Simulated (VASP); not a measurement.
Here is the system:

```yaml
crystal:
  lattice:
    - [-1.59785, 1.59785, 1.59785]
    - [1.59785, -1.59785, 1.59785]
    - [1.59785, 1.59785, -1.59785]
  atoms:
    - { symbol: Mo, position: [0.00000, 0.00000, 0.00000] }
```

Method: PBE GGA with D3 dispersion (Becke-Johnson damping), VASP's PBE PAW potentials (set 64) (plane waves; VASP). Settings: 520 eV cut-off, 16×16×16 Γ-centred mesh, first-order Methfessel-Paxton smearing of 0.10 eV, potentials Mo_sv.

Q: The job: Mo (bcc), 1 atom, PBE-D3(BJ), static run, 520 eV, 16×16×16 Γ-centred mesh. Roughly how much core time does it take on a busy server core?

A: About 10 core-seconds (one run on a shared machine, a rough figure). It had 145 irreducible k-points, 11 bands, up to 466 plane waves and 11 electronic steps.

The compound is Mo in the bcc structure. This cell is one point of a volume scan, at 1.06 of the reference volume.
